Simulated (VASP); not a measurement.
Output of a VASP run:

OSZICAR:
```
       N       E                     dE             d eps       ncg     rms          rms(c)
DAV:   1     0.172500167687E+03    0.17250E+03   -0.12197E+04  2800   0.129E+03
DAV:   2    -0.186690853086E+02   -0.19117E+03   -0.18006E+03  2801   0.282E+02
DAV:   3    -0.271826246289E+02   -0.85135E+01   -0.82054E+01  3346   0.774E+01
DAV:   4    -0.273205770863E+02   -0.13795E+00   -0.13771E+00  3080   0.901E+00
DAV:   5    -0.273255775516E+02   -0.50005E-02   -0.50002E-02  3879   0.148E+00    0.184E+01
DAV:   6    -0.279377102838E+02   -0.61213E+00   -0.32226E+01  3123   0.833E+01    0.144E+01
DAV:   7    -0.255660408302E+02    0.23717E+01   -0.79914E+00  3269   0.480E+01    0.527E+00
DAV:   8    -0.261309162567E+02   -0.56488E+00   -0.25774E+00  3752   0.290E+01    0.156E+01
DAV:   9    -0.255457266645E+02    0.58519E+00   -0.49565E+00  3173   0.228E+01    0.264E+00
DAV:  10    -0.255383085880E+02    0.74181E-02   -0.71151E-02  3116   0.320E+00    0.115E+00
DAV:  11    -0.255325558158E+02    0.57528E-02   -0.78869E-03  4216   0.146E+00    0.381E-01
DAV:  12    -0.255324946161E+02    0.61200E-04   -0.24912E-03  4191   0.569E-01    0.141E-01
DAV:  13    -0.255325075151E+02   -0.12899E-04   -0.32645E-04  2997   0.199E-01    0.683E-02
DAV:  14    -0.255325001302E+02    0.73849E-05   -0.19352E-05  4338   0.854E-02    0.261E-02
DAV:  15    -0.255324957441E+02    0.43861E-05   -0.56144E-06  3425   0.272E-02    0.668E-03
DAV:  16    -0.255324955478E+02    0.19632E-06   -0.11158E-06  1483   0.151E-02
   1 F= -.25532496E+02 E0= -.25530324E+02  d E =-.434259E-02  mag=     4.2862
```

File OUTCAR:
```
------------------------ aborting loop because EDIFF is reached ----------------------------------------
  FORCE on cell =-STRESS in cart. coord.  units (eV):
  Direction    XX          YY          ZZ          XY          YZ          ZX
  --------------------------------------------------------------------------------------
  Total       -2.5233172     -2.5233172     -2.5233172      0.0000000      0.0000000      0.0000000
  in kB      -81.7033987    -81.7033987    -81.7033987      0.0000000      0.0000000      0.0000000
  external PRESSURE =     -81.7033987 kB  Pullay stress =       0.0000000 kB
  volume of cell :       49.48
      direct lattice vectors                 reciprocal lattice vectors
     0.000000000  2.913874000  2.913874000    -0.171592869  0.171592869  0.171592869
     2.913874000  0.000000000  2.913874000     0.171592869 -0.171592869  0.171592869
     2.913874000  2.913874000  0.000000000     0.171592869  0.171592869 -0.171592869
 POSITION                                       TOTAL-FORCE (eV/Angst)
 -----------------------------------------------------------------------------------
      0.00000      0.00000      0.00000        -0.000000      0.000000      0.000000
      2.91387      2.91387      2.91387        -0.000000      0.000000      0.000000
      1.45694      1.45694      1.45694        -0.000000     -0.000000     -0.000000
      4.37081      4.37081      4.37081         0.000000      0.000000      0.000000
 -----------------------------------------------------------------------------------
    total drift:                                0.000000      0.000000      0.000000
  FREE ENERGIE OF THE ION-ELECTRON SYSTEM (eV)
  ---------------------------------------------------
  free  energy   TOTEN  =       -25.5324955478 eV

  energy  without entropy=      -25.5281529606  energy(sigma->0) =      -25.53032425

 total charge

# of ion       s       p       d       tot
------------------------------------------
    1        1.211   1.400   0.114   2.724
    2        0.407   0.402   7.327   8.136
    3        0.393   0.432   7.363   8.188
    4        0.393   0.432   7.363   8.188
--------------------------------------------------
tot          2.404   2.667  22.167  27.237

 magnetization (x)

# of ion       s       p       d       tot
------------------------------------------
    1        0.017   0.014  -0.013   0.019
    2       -0.004  -0.012   1.545   1.530
    3        0.005  -0.011   1.412   1.406
    4        0.005  -0.011   1.412   1.406
--------------------------------------------------
tot          0.024  -0.020   4.357   4.360
```
(Selected blocks of OUTCAR.)

POSCAR:
```
Co3As
1
    0.0000000000     2.9138740000     2.9138740000
    2.9138740000     0.0000000000     2.9138740000
    2.9138740000     2.9138740000     0.0000000000
As Co
1 3
Direct
  0.0000000000   0.0000000000   0.0000000000
  0.5000000000   0.5000000000   0.5000000000
  0.2500000000   0.2500000000   0.2500000000
  0.7500000000   0.7500000000   0.7500000000
```

Task: Write an INCAR and KPOINTS that could have produced this output.

Result: One answer among several that fit: the input of the run itself, PBE GGA, plane waves, VASP's PBE PAW potentials (set 64).

INCAR:
```
# general
SYSTEM  = Co3As
PREC    = Accurate
ENCUT   = 400
LREAL   = F
LASPH   = T

# electronic loop
EDIFF   = 1E-6
NELM    = 100
ALGO    = Normal
LMAXMIX = 4

# smearing
ISMEAR  = 0
SIGMA   = 0.05

# functional
GGA     = PE

# spin
ISPIN   = 2
MAGMOM  = 0.0 3*3.0

# ions
ISIF    = 2

# output
LWAVE   = F
LCHARG  = F
LORBIT  = 10
```

**KPOINTS**
```
Automatic mesh
0
Monkhorst-Pack
6 6 6
0 0 0
```

POTCAR, in this order: As Co (PBE.64 set). Program: vasp_std.

The structure was generated: Co3As was put into the D03 type (Fm-3m), which need not be its known phase. The cell was not relaxed at this level. The k-mesh is coarse (spacing up to 0.31 per Å, 2π included), so the numbers may not be converged in it. The run is one of a series of settings (KPOINTS 6×6×6 Monkhorst-Pack mesh against the base run), some of them coarse on purpose.
